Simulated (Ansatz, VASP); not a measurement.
# Cross-check of ErCdCu4 between VASP and Ansatz

Wanted: the spread between two codes on one cell, functional and k mesh. Valence electrons are named where the data sets of a main pair hold unlike numbers.

Main program and level: Ansatz 0.2.0; plane waves, with VASP 6.6.1 beside it; single point at PBEsol.

In doubt: a part-filled 4f shell, where there is one, can sit in one of many states (step 3), so energies may not be the lowest and differences between runs may mislead; derivatives with an open 4f shell can jump between states (step 3), which bears on forces and vibrations.

**1. The starting structure**

The structure is cubic, space group F-43m (No. 216). Conventional cell: a = 7.177 Å, b = 7.177 Å, c = 7.177 Å, α = 90.00°, β = 90.00°, γ = 90.00°. Nearest to Er lie 12 Cu at 2.98 Å and 4 Cd at 3.11 Å. Nearest to Cd lie 12 Cu at 2.97 Å and 4 Er at 3.11 Å. Nearest to Cu lie 6 Cu at 2.52 to 2.55 Å and 3 Cd at 2.97 Å and 3 Er at 2.98 Å. Farther neighbours are not listed.

**2. VASP: single point, PBEsol**

With cell and atoms fixed, the geometry can't cause a difference; cores, projectors, grids and the points listed under the comparison can.

Lines of VASP's logs that name or quote its potential files are left out, and so is its time.

Input file INCAR:

```
SYSTEM = ErCdCu4
PREC = Accurate
ENCUT = 420
EDIFF = 1E-06
NELM = 150
ISMEAR = 1
SIGMA = 0.05
LREAL = .FALSE.
ALGO = Normal
GGA = PS
NBANDS = 56
ISPIN = 2
MAGMOM = 3 0 -0.6 -0.6 -0.6 -0.6
LASPH = .TRUE.
LMAXMIX = 6
AMIX = 0.2
BMIX = 1E-04
AMIX_MAG = 0.8
BMIX_MAG = 1E-04
LORBIT = 11
LWAVE = .FALSE.
LCHARG = .TRUE.
KPAR = 2
```

Input file POSCAR:

```
ErCdCu4
1.0
    0.0000000000      3.5885000000      3.5885000000
    3.5885000000      0.0000000000      3.5885000000
    3.5885000000      3.5885000000      0.0000000000
Er Cd Cu
1 1 4
Direct
    0.2500000000      0.2500000000      0.2500000000
    0.0000000000      0.0000000000      0.0000000000
    0.1227800000      0.6257400000      0.6257400000
    0.6257400000      0.6257400000      0.6257400000
    0.6257400000      0.6257400000      0.1227800000
    0.6257400000      0.1227800000      0.6257400000
```

Input file KPOINTS:

```
Automatic mesh
0
Gamma
4 4 4
0 0 0
```

PAW data sets: Er, Cd and Cu (PBE family, release 64).

On the command line:

```bash
mpirun -np 2 vasp_std
```

Numbers of over 12 decimals in the logs are rounded to 6 here.

The log of the run:

```text
[banner, memory and clock lines left out]
running    2 mpi-ranks, on    1 nodes
 distrk:  each k-point on    1 cores,    2 groups
 distr:  one band on    1 cores,    1 groups

 POSCAR found type information on POSCAR ErCdCu
 POSCAR found :  3 types and       6 ions
|                                                                             |
|               ----> ADVICE to this user running VASP <----                  |
|                                                                             |
|     You enforced a specific xc type in the INCAR file but a different       |
|     [... a line on the potential file left out ...]
|     I HOPE YOU KNOW WHAT YOU ARE DOING!                                     |
|                                                                             |

 LDA part: xc-table for (Slater+PW92), standard interpolation
 POSCAR, INCAR and KPOINTS ok, starting setup
 FFT: planning ... GRIDC
 FFT: planning ... GRID_SOFT
 FFT: planning ... GRID
 WAVECAR not read
 entering main loop
       N       E                     dE             d eps       ncg     rms          rms(c)
DAV:   1     0.710417726567E+03    0.71042E+03   -0.25321E+04  2912   0.547E+03
DAV:   2     0.164441905588E+03   -0.54598E+03   -0.48246E+03  2312   0.852E+02
DAV:   3    -0.298054496979E+01   -0.16742E+03   -0.15428E+03  2112   0.288E+02
DAV:   4    -0.267772434856E+02   -0.23797E+02   -0.22702E+02  2672   0.118E+02
DAV:   5    -0.310042509271E+02   -0.42270E+01   -0.41835E+01  3224   0.432E+01    0.184E+02
DAV:   6    -0.134671643671E+03   -0.10367E+03   -0.18413E+02  2904   0.925E+02    0.128E+02
DAV:   7    -0.454658629630E+02    0.89206E+02   -0.40389E+01  2808   0.105E+02    0.166E+02
DAV:   8    -0.597845896708E+02   -0.14319E+02   -0.18794E+01  3144   0.581E+01    0.223E+02
DAV:   9    -0.104591922430E+03   -0.44807E+02   -0.13599E+02  2904   0.165E+02    0.196E+02
DAV:  10    -0.300082686038E+02    0.74584E+02   -0.29718E+01  2112   0.932E+01    0.136E+02
DAV:  11    -0.277181384510E+02    0.22901E+01   -0.15719E+01  2720   0.561E+01    0.749E+01
DAV:  12    -0.286313706672E+02   -0.91323E+00   -0.27657E+00  3504   0.162E+01    0.887E+01
DAV:  13    -0.257132977637E+02    0.29181E+01   -0.88296E+00  3040   0.320E+01    0.929E+01
DAV:  14    -0.257110972335E+02    0.22005E-02   -0.31620E-01  2848   0.290E+00    0.944E+01
[...]
DAV:  60    -0.247565717927E+02    0.44024E-04   -0.81082E-05  3216   0.128E-01    0.321E-01
DAV:  61    -0.247565825584E+02   -0.10766E-04   -0.69593E-06  2216   0.114E-01    0.270E-01
DAV:  62    -0.247565691679E+02    0.13390E-04   -0.16106E-04  2384   0.254E-01    0.850E-02
DAV:  63    -0.247565770985E+02   -0.79305E-05   -0.12271E-05  2664   0.781E-02    0.665E-02
DAV:  64    -0.247565816253E+02   -0.45268E-05   -0.14808E-05  1576   0.618E-02    0.997E-02
DAV:  65    -0.247565805131E+02    0.11122E-05   -0.14689E-06  1336   0.395E-02    0.713E-02
DAV:  66    -0.247565779536E+02    0.25595E-05   -0.60566E-06  1360   0.431E-02    0.275E-02
DAV:  67    -0.247565774933E+02    0.46026E-06   -0.15812E-06  1280   0.156E-02
   1 F= -.24756577E+02 E0= -.24754646E+02  d E =-.579421E-02  mag=     3.4290
```

From OUTCAR (step 2):

```text
ion  position               nearest neighbor table
   1  0.250  0.250  0.250-   3 2.98   5 2.98   6 2.98   3 2.98   4 2.98   6 2.98   3 2.98   4 2.98
                             5 2.98   4 2.98   5 2.98   6 2.98   2 3.11   2 3.11   2 3.11   2 3.11
   2  0.000  0.000  0.000-   4 2.97   5 2.97   6 2.97   3 2.97   4 2.97   5 2.97   3 2.97   4 2.97
                             6 2.97   3 2.97   5 2.97   6 2.97   1 3.11   1 3.11   1 3.11   1 3.11
   3  0.123  0.626  0.626-   4 2.52   5 2.52   6 2.52   4 2.55   5 2.55   6 2.55   2 2.97   2 2.97
                             2 2.97   1 2.98   1 2.98   1 2.98
   4  0.626  0.626  0.626-   3 2.52   5 2.52   6 2.52   5 2.55   6 2.55   3 2.55   2 2.97   2 2.97
                             2 2.97   1 2.98   1 2.98   1 2.98
   5  0.626  0.626  0.123-   3 2.52   4 2.52   6 2.52   4 2.55   6 2.55   3 2.55   2 2.97   2 2.97
                             2 2.97   1 2.98   1 2.98   1 2.98
   6  0.626  0.123  0.626-   3 2.52   4 2.52   5 2.52   5 2.55   4 2.55   3 2.55   2 2.97   2 2.97
                             2 2.97   1 2.98   1 2.98   1 2.98

  LATTYP: Found a face centered cubic cell.
 ALAT       =     7.1770000000

 Subroutine GETGRP returns: Found 24 space group operations
 (whereof 24 operations were pure point group operations)

The static configuration has the point symmetry T_d .

 Found      8 irreducible k-points:

   k-points           NKPTS =      8   k-points in BZ     NKDIM =      8   number of bands    NBANDS=     56

   dimension x,y,z NGX =    36 NGY =   36 NGZ =   36
   dimension x,y,z NGXF=    72 NGYF=   72 NGZF=   72

   ENCUT  =  420.0 eV  30.87 Ry    5.56 a.u.   8.48  8.48  8.48*2*pi/ulx,y,z

   NELECT =      78.0000    total number of electrons

 k-points in reciprocal lattice and weights: Automatic mesh
   0.00000000  0.00000000  0.00000000       0.016
   0.25000000  0.00000000  0.00000000       0.125
   0.50000000  0.00000000  0.00000000       0.062
   0.25000000  0.25000000  0.00000000       0.094
   0.50000000  0.25000000  0.00000000       0.375
  -0.25000000  0.25000000  0.00000000       0.188
   0.50000000  0.50000000  0.00000000       0.047
  -0.25000000  0.50000000  0.25000000       0.094

 average (electrostatic) potential at core
       1 -35.1579       2 -36.4829       3 -65.8612       4 -65.8612       5 -65.8612
       6 -65.8612

 E-fermi :   5.1144

 spin component 1
 k-point     1 :       0.0000    0.0000    0.0000
  band No.  band energies     occupation
    ...
     37       3.5197      1.00000
     38       4.5823      1.00000
     39       4.5823      1.00000
     40       4.5823      1.00000
     41       4.9724      1.00022
     42       6.3200      0.00000
     43       6.3200      0.00000
     44       7.9040      0.00000
     45       8.5248      0.00000
     46       8.5248      0.00000
    ...

 k-point     2 :       0.2500    0.0000    0.0000
  band No.  band energies     occupation
    ...
     37       3.2548      1.00000
     38       3.5195      1.00000
     39       4.8182      1.00000
     40       4.8182      1.00000
     41       5.0543      1.03536
     42       6.4702      0.00000
     43       6.4702      0.00000
     44       8.3158      0.00000
     45       8.8506      0.00000
     46       8.8506      0.00000
    ...

 k-point     3 :       0.5000    0.0000    0.0000
  band No.  band energies     occupation
    ...
     37       3.2712      1.00000
     38       3.5194      1.00000
     39       4.9244      1.00000
     40       5.0846      0.91821
     41       5.0846      0.91820
     42       6.9860      0.00000
     43       6.9860      0.00000
     44       7.3087      0.00000
     45       8.0356      0.00000
     46       8.0356      0.00000
    ...

 k-point     4 :       0.2500    0.2500    0.0000
  band No.  band energies     occupation
    ...
     37       3.2657      1.00000
     38       3.5207      1.00000
     39       3.5542      1.00000
     40       4.8299      1.00000
     41       4.8299      1.00000
     42       6.5448      0.00000
     43       7.0431      0.00000
     44       8.7707      0.00000
     45       8.7863      0.00000
     46       8.7863      0.00000
    ...

 k-point     5 :       0.5000    0.2500    0.0000
  band No.  band energies     occupation
    ...
     37       3.2650      1.00000
     38       3.2880      1.00000
     39       3.4631      1.00000
     40       4.7026      1.00000
     41       4.9837      1.00069
     42       7.2542      0.00000
     43       7.5754      0.00000
     44       8.1008      0.00000
     45       8.2016      0.00000
     46       8.7361      0.00000
    ...

 k-point     6 :      -0.2500    0.2500    0.0000
  band No.  band energies     occupation
    ...
     36       3.2494      1.00000
     37       3.2718      1.00000
     38       3.3128      1.00000
     39       3.3862      1.00000
     40       4.9944      1.00180
     41       5.4032     -0.00000
     42       6.6887      0.00000
     43       7.5508      0.00000
     44       8.0250      0.00000
     45       8.4318      0.00000
    ...

  Total       -2.4183020     -2.4183020     -2.4183020      0.0000000     -0.0000000      0.0000000
  in kB      -41.9229924    -41.9229924    -41.9229924      0.0000000     -0.0000000      0.0000000
  external PRESSURE =     -41.9229924 kB  Pullay stress =       0.0000000 kB

  energy-cutoff  :      420.00
  volume of cell :       92.42
      direct lattice vectors                 reciprocal lattice vectors
     0.000000000  3.588500000  3.588500000    -0.139333984  0.139333984  0.139333984
     3.588500000  0.000000000  3.588500000     0.139333984 -0.139333984  0.139333984
     3.588500000  3.588500000  0.000000000     0.139333984  0.139333984 -0.139333984

 POSITION                                       TOTAL-FORCE (eV/Angst)
 -----------------------------------------------------------------------------------
      1.79425      1.79425      1.79425        -0.000000     -0.000000     -0.000000
      0.00000      0.00000      0.00000        -0.000000     -0.000000     -0.000000
      4.49094      2.68606      2.68606         0.006632     -0.006632     -0.006632
      4.49094      4.49094      4.49094         0.006632      0.006632      0.006632
      2.68606      2.68606      4.49094        -0.006632     -0.006632      0.006632
      2.68606      4.49094      2.68606        -0.006632      0.006632     -0.006632
 -----------------------------------------------------------------------------------
    total drift:                               -0.000000     -0.000000      0.000002

  FREE ENERGIE OF THE ION-ELECTRON SYSTEM (eV)
  ---------------------------------------------------
  free  energy   TOTEN  =       -24.7565774933 eV

  energy  without entropy=      -24.7507832812  energy(sigma->0) =      -24.75464609

 total charge
# of ion       s       p       d       f       tot
--------------------------------------------------
    1        2.091   5.786   0.456  11.292  19.625
    2        0.526   0.388   9.444   0.000  10.358
    3        0.473   0.368   9.143   0.000   9.984
    4        0.473   0.368   9.143   0.000   9.984
    5        0.473   0.368   9.143   0.000   9.984
    6        0.473   0.368   9.143   0.000   9.984
--------------------------------------------------
tot          4.511   7.647  46.471  11.292  69.921

 magnetization (x)
# of ion       s       p       d       f       tot
--------------------------------------------------
    1        0.005  -0.007   0.078   2.537   2.612
    2        0.001   0.047  -0.001   0.000   0.047
    3        0.011   0.027   0.066   0.000   0.105
    4        0.011   0.027   0.066   0.000   0.105
    5        0.011   0.027   0.066   0.000   0.105
    6        0.011   0.027   0.066   0.000   0.105
--------------------------------------------------
tot          0.051   0.149   0.342   2.537   3.079

[... 6 further parts left out ...]
```

The cell holds one magnetic atom, so no antiferromagnetic order fits into it. The k-mesh is coarse for a metal. Without U or exact exchange, f electrons of an open shell come out too delocalised. The PAW data sets were made with PBE, which is usual practice but a small mismatch for other functionals.

[end of part 1 of 2]

[Lines on the potential files, build, host, timing and source positions are cut from VASP's logs without a mark.]

[Logs are printed without paths, hosts, clocks, repeated set-up lines and the standing remarks that a program may print on its own settings, such as how far it seeks lower states.]

[Hosts, paths, dates, database ids (printed as entryN), source tags and the programs' standing remarks are cut or masked in the printed files.]
